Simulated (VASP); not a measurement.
# Relaxed cell of TaAs: a test of cutoff and mesh, part 2 of 2

How far does the relaxed cell of TaAs depend on cutoff and k mesh? The starting structure is a computed structure from the Materials Project. The first relaxation on each setting starts from this cell expanded by 3 % in volume.

VASP 6.6.1.

Results so far: reference 17.10 Å³ an atom; a cutoff of 220 eV 17.02 Å³ an atom; a 4×4×4 mesh 17.15 Å³ an atom.

## Step 5: Relaxation with a cutoff of 600 eV

Level of this step: PBEsol; plane waves and PAW (Ta_pv, As) (VASP).

Against step 2 the input has ENCUT = 600. This run starts from the cell of an earlier relaxation, which isn't shown; the restart sets up the plane waves anew.

INCAR reads:

```
SYSTEM = TaAs
PREC = Accurate
ENCUT = 600
EDIFF = 1E-06
NELM = 100
ISMEAR = 0
SIGMA = 0.03
LREAL = .FALSE.
ALGO = Normal
GGA = PS
NBANDS = 22
LASPH = .TRUE.
LORBIT = 11
LWAVE = .FALSE.
LCHARG = .FALSE.
KPAR = 8
IBRION = 2
NSW = 50
ISIF = 3
EDIFFG = -0.006
```

POSCAR reads:

```
TaAs
1.0
    0.0000000000     -3.4282682491      0.0000000000
   -3.4282682491      0.0000000000      0.0000000000
    1.7141341246     -1.7141341246     -5.8204614904
Ta As
2 2
Direct
    0.5002568071      0.4997431929      0.9994863858
    0.2502568071      0.2497431929      0.4994863858
    0.0823426129      0.9176573871      0.8353147742
    0.8323426129      0.6676573871      0.3353147742
```

KPOINTS reads:

```
Automatic mesh
0
Gamma
6 6 6
0 0 0
```

The projector-augmented-wave data sets are Ta_pv and As (PBE family, release 64).

On the command line:

```bash
$ mpirun -np 8 vasp_std
```

Log:

```text
[... set-up lines as in an earlier step ...]
 entering main loop
       N       E                     dE             d eps       ncg     rms          rms(c)
DAV:   1     0.250799254512E+03    0.25080E+03   -0.17787E+04  1320   0.157E+03
DAV:   2    -0.273769231223E+02   -0.27818E+03   -0.26767E+03  1496   0.394E+02
DAV:   3    -0.392753709750E+02   -0.11898E+02   -0.11460E+02  1704   0.686E+01
DAV:   4    -0.395232247280E+02   -0.24785E+00   -0.24636E+00  1604   0.896E+00
[...]
DAV:  11    -0.377030063945E+02    0.24061E-05   -0.26914E-05  1706   0.264E-02    0.113E-02
DAV:  12    -0.377030037468E+02    0.26477E-05   -0.74262E-06  1644   0.191E-02    0.968E-04
DAV:  13    -0.377030037221E+02    0.24704E-07   -0.26235E-07   948   0.344E-03
   1 F= -.37703004E+02 E0= -.37702987E+02  d E =-.377030E+02
[...]
reached required accuracy - stopping structural energy minimisation
```

Wall time 5 s (8 MPI ranks of Intel Xeon 6975P-C (Granite Rapids), shared host); peak memory 1.8 GiB.

OUTCAR, selected parts (step 5):

```text
  Total        0.0171039      0.0171039     -0.0047361      0.0000000     -0.0000000      0.0000000
  in kB        0.4005888      0.4005888     -0.1109241      0.0000000     -0.0000000      0.0000000
  external PRESSURE =       0.2300845 kB  Pullay stress =       0.0000000 kB

 POSITION                                       TOTAL-FORCE (eV/Angst)
 -----------------------------------------------------------------------------------
      0.00000     -3.42827     -5.81747         0.000000     -0.000000     -0.004696
      0.00000     -1.71413     -2.90724         0.000000     -0.000000     -0.004696
     -1.71413     -1.71413     -4.86192        -0.000000      0.000000      0.004696
     -1.71413     -3.42827     -1.95169        -0.000000      0.000000      0.004696
 -----------------------------------------------------------------------------------
    total drift:                                0.000001     -0.000001      0.000091

  FREE ENERGIE OF THE ION-ELECTRON SYSTEM (eV)
  ---------------------------------------------------
  free  energy   TOTEN  =       -37.7030037221 eV

  energy  without entropy=      -37.7029699102  energy(sigma->0) =      -37.70298682

[... 2 parts as in an earlier step ...]

[... 2 further parts left out ...]
[key lines of the parts left out:]
E-fermi :   6.9436
```

With a cutoff of 600 eV the cell ends at 17.102 Å³ an atom, +0.01 % from the reference.

## Step 6: Relaxation with a 10×10×10 mesh

Against step 2 the input has a 10×10×10 mesh. This run starts from the cell of an earlier relaxation, which isn't shown; the restart sets up the plane waves anew.

INCAR: that of step 5 with these lines changed.

```diff
@@ -2,3 +2,3 @@
 PREC = Accurate
-ENCUT = 600
+ENCUT = 450
 EDIFF = 1E-06
```

POSCAR reads:

```
TaAs
1.0
    0.0000000000     -3.4314074248      0.0000000000
   -3.4314074248      0.0000000000      0.0000000000
    1.7157037124     -1.7157037124     -5.8036285575
Ta As
2 2
Direct
    0.5002890755      0.4997109245      0.9994218490
    0.2502890755      0.2497109245      0.4994218490
    0.0823103445      0.9176896555      0.8353793110
    0.8323103445      0.6676896555      0.3353793110
```

KPOINTS reads:

```
Automatic mesh
0
Gamma
10 10 10
0 0 0
```

On the command line:

```bash
$ mpirun -np 8 vasp_std
```

Log:

```text
[... set-up lines as in an earlier step ...]
 entering main loop
       N       E                     dE             d eps       ncg     rms          rms(c)
DAV:   1     0.219719362145E+03    0.21972E+03   -0.15376E+04  4496   0.126E+03
DAV:   2    -0.295493730551E+02   -0.24927E+03   -0.23942E+03  5142   0.348E+02
DAV:   3    -0.393674703361E+02   -0.98181E+01   -0.95661E+01  5810   0.616E+01
DAV:   4    -0.395326023848E+02   -0.16513E+00   -0.16427E+00  5496   0.759E+00
[...]
DAV:  11    -0.377238352173E+02    0.17191E-06   -0.35472E-05  6054   0.320E-02    0.133E-02
DAV:  12    -0.377238318624E+02    0.33550E-05   -0.10959E-05  5538   0.225E-02    0.131E-03
DAV:  13    -0.377238318462E+02    0.16132E-07   -0.44855E-07  3276   0.451E-03
   1 F= -.37723832E+02 E0= -.37723659E+02  d E =-.377238E+02
[...]
reached required accuracy - stopping structural energy minimisation
```

It took 7.4 s on 8 MPI ranks; peak memory 2 GiB.

From OUTCAR (step 6):

```text
  Total        0.0041432      0.0041432     -0.0211569      0.0000000      0.0000000      0.0000000
  in kB        0.0971409      0.0971409     -0.4960429      0.0000000      0.0000000      0.0000000
  external PRESSURE =      -0.1005870 kB  Pullay stress =       0.0000000 kB

 POSITION                                       TOTAL-FORCE (eV/Angst)
 -----------------------------------------------------------------------------------
      0.00000     -3.43141     -5.80027         0.000000     -0.000000     -0.000216
      0.00000     -1.71570     -2.89846         0.000000     -0.000000     -0.000216
     -1.71570     -1.71570     -4.84823        -0.000000      0.000000      0.000216
     -1.71570     -3.43141     -1.94642        -0.000000      0.000000      0.000216
 -----------------------------------------------------------------------------------
    total drift:                                0.000000     -0.000000      0.000190

  FREE ENERGIE OF THE ION-ELECTRON SYSTEM (eV)
  ---------------------------------------------------
  free  energy   TOTEN  =       -37.7238318462 eV

  energy  without entropy=      -37.7234854627  energy(sigma->0) =      -37.72365865

[... 1 part as in an earlier step ...]

[... 3 further parts left out ...]
[key lines of the parts left out:]
E-fermi :   6.9729
```

With a 10×10×10 mesh the cell ends at 17.084 Å³ an atom, -0.09 % from the reference.

## Step 7: The runs compared

| run | volume (Å³/atom) | change (%) | pressure left (GPa) | core minutes |
| --- | --- | --- | --- | --- |
| reference | 17.1 | - | 0.02 | 4.69 |
| a cutoff of 220 eV | 17.023 | -0.45 | 0.01 | 2.27 |
| a 4×4×4 mesh | 17.148 | 0.28 | 0.02 | 3.07 |
| a cutoff of 600 eV | 17.102 | 0.01 | 0.02 | 5.33 |
| a 10×10×10 mesh | 17.084 | -0.09 | -0.01 | 6.32 |

Core minutes are wall time times ranks, summed over the relaxations behind a row (those for a bulk modulus apart), on shared hosts.

## Step 8: Results

| Property | Result |
| --- | --- |
| volume of the reference | 17.10 Å³/atom |
| volume against the reference, a cutoff of 220 eV | -0.45 % |
| volume against the reference, a 4×4×4 mesh | +0.28 % |
| volume against the reference, a cutoff of 600 eV | +0.01 % |
| volume against the reference, a 10×10×10 mesh | -0.09 % |

The volume moves most with a cutoff of 220 eV: -0.45 % against the reference (450 eV, 6×6×6 mesh). On finer settings it changes by +0.01 % with a cutoff of 600 eV and -0.09 % with a 10×10×10 mesh. The axes move most with a 4×4×4 mesh: a by -0.1 % and c by +0.6 %, which partly cancels in the volume. The relaxations stop with up to 0.02 GPa left, which at a bulk modulus of 50 GPa, to name a scale, is 0.05 % of the volume, and more along a soft axis. A cell that shrinks at the lower cutoff is the usual mark of Pulay stress, the error that a plane-wave basis makes when it is kept while the volume changes. Further runs on this material are not shown.

[Lines on the potential files, build, host, timing and source positions are cut from VASP's logs without a mark.]

[Logs are printed without paths, hosts, clocks, repeated set-up lines and the standing remarks that a program may print on its own settings, such as how far it seeks lower states.]

[Hosts, paths, dates, database ids (printed as entryN), source tags and the programs' standing remarks are cut or masked in the printed files.]
